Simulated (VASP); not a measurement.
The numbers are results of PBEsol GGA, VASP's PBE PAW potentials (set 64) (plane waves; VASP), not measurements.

The input files of a VASP run:

KPOINTS:
```
K-points
0
gamma
  17 17 17
0 0 0
```

**POSCAR**
```
TiC
4.331440
  0.0000000000   0.5000000000   0.5000000000
  0.5000000000   0.0000000000   0.5000000000
  0.5000000000   0.5000000000   0.0000000000
Ti C
1 1
Cart
 -0.0076225000   0.0008170000  -0.0112525000
  0.5076225000   0.4991830000   0.5112525000
```

INCAR:
```
ALGO = Normal
EDIFF = 1E-6
ENCUT = 400
GGA = PS
ISIF = 2
ISMEAR = 0
LASPH = T
LCHARG = F
LMAXMIX = 4
LREAL = F
LWAVE = F
NELM = 100
PREC = Accurate
SIGMA = 0.05
SYSTEM = TiC
```

POTCAR, in this order: Ti_sv C (PBE.64 set). Program: vasp_std.

Output of the run:

### OUTCAR
```
 ion  position               nearest neighbor table
   1  0.997  0.980  0.004-   2 2.07   2 2.10   2 2.16   2 2.18   2 2.23   2 2.26
   2  0.503  0.520  0.496-   1 2.07   1 2.10   1 2.16   1 2.18   1 2.23   1 2.26
  LATTYP: Found a face centered cubic cell.
 ALAT       =     4.3314400000
 Subroutine PRICEL returns:
 Original cell was already a primitive cell.
 Subroutine GETGRP returns: Found  1 space group operations
The static configuration has the point symmetry C_1 .
The dynamic configuration has the point symmetry C_1 .
 Subroutine INISYM returns: Found  1 space group operations
 Subroutine IBZKPT returns following result:
 Found   2457 irreducible k-points:

 Following reciprocal coordinates:
            Coordinates               Weight
  0.000000  0.000000  0.000000      1.000000
  0.058824  0.000000  0.000000      2.000000
  0.000000  0.058824  0.000000      2.000000
  0.000000  0.000000  0.058824      2.000000
  0.058824  0.058824  0.058824      2.000000
  0.117647  0.000000  0.000000      2.000000
  0.000000  0.117647  0.000000      2.000000
  0.000000  0.000000  0.117647      2.000000
  0.117647  0.117647  0.117647      2.000000
...
```

File OSZICAR:
```
       N       E                     dE             d eps       ncg     rms          rms(c)
DAV:   1     0.988869523713E+02    0.98887E+02   -0.70946E+03 59092   0.135E+03
DAV:   2    -0.168631318299E+02   -0.11575E+03   -0.10988E+03 61416   0.347E+02
DAV:   3    -0.247681742468E+02   -0.79050E+01   -0.76245E+01 76348   0.883E+01
DAV:   4    -0.251303195220E+02   -0.36215E+00   -0.36163E+00 76268   0.180E+01
DAV:   5    -0.251426621691E+02   -0.12343E-01   -0.12342E-01 80480   0.294E+00    0.190E+01
DAV:   6    -0.203167097456E+02    0.48260E+01   -0.29881E+01 69060   0.696E+01    0.681E+00
DAV:   7    -0.197736118559E+02    0.54310E+00   -0.42291E+00 67112   0.266E+01    0.499E+00
DAV:   8    -0.197285288244E+02    0.45083E-01   -0.19585E-01 65616   0.618E+00    0.231E+00
DAV:   9    -0.197321191941E+02   -0.35904E-02   -0.92251E-02 68424   0.339E+00    0.847E-01
DAV:  10    -0.197278732875E+02    0.42459E-02   -0.15656E-02 73408   0.196E+00    0.428E-01
DAV:  11    -0.197272059908E+02    0.66730E-03   -0.49168E-03 67712   0.993E-01    0.972E-02
DAV:  12    -0.197271147101E+02    0.91281E-04   -0.44721E-04 65736   0.352E-01    0.284E-02
DAV:  13    -0.197271016327E+02    0.13077E-04   -0.32655E-05 88632   0.825E-02    0.509E-03
DAV:  14    -0.197271014189E+02    0.21375E-06   -0.78685E-07 41604   0.108E-02
   1 F= -.19727101E+02 E0= -.19726935E+02  d E =-.333699E-03
```

File OUTCAR:
```
------------------------ aborting loop because EDIFF is reached ----------------------------------------
  FORCE on cell =-STRESS in cart. coord.  units (eV):
  Direction    XX          YY          ZZ          XY          YZ          ZX
  --------------------------------------------------------------------------------------
  Total       -0.8348859     -0.9882351     -0.6696598      0.0111068      0.0191306     -0.1587377
  in kB      -65.8416620    -77.9352533    -52.8114230      0.8759157      1.5086961    -12.5185398
  external PRESSURE =     -65.5294461 kB  Pullay stress =       0.0000000 kB
  volume of cell :       20.32
      direct lattice vectors                 reciprocal lattice vectors
     0.000000000  2.165720000  2.165720000    -0.230870103  0.230870103  0.230870103
     2.165720000  0.000000000  2.165720000     0.230870103 -0.230870103  0.230870103
     2.165720000  2.165720000  0.000000000     0.230870103  0.230870103 -0.230870103
 POSITION                                       TOTAL-FORCE (eV/Angst)
 -----------------------------------------------------------------------------------
      2.13270      2.16926      4.28270         0.564620     -0.057397      0.855189
      2.19874      2.16218      2.21446        -0.564620      0.057397     -0.855189
 -----------------------------------------------------------------------------------
    total drift:                                0.000318     -0.000079      0.000400
  FREE ENERGIE OF THE ION-ELECTRON SYSTEM (eV)
  ---------------------------------------------------
  free  energy   TOTEN  =       -19.7271014189 eV

  energy  without entropy=      -19.7267677204  energy(sigma->0) =      -19.72693457
```
(Selected blocks of OUTCAR.)

At this cut-off the stress carries a Pulay error, which pulls relaxed volumes low.

The structure comes from a computed database's TiC entry; how it stands against other phases isn't given here. The cell was not relaxed at this level, atoms are displaced from their ideal sites. The run is one of a series of settings (KPOINTS 17×17×17 Γ-centred mesh against the base run), some of them coarse on purpose.
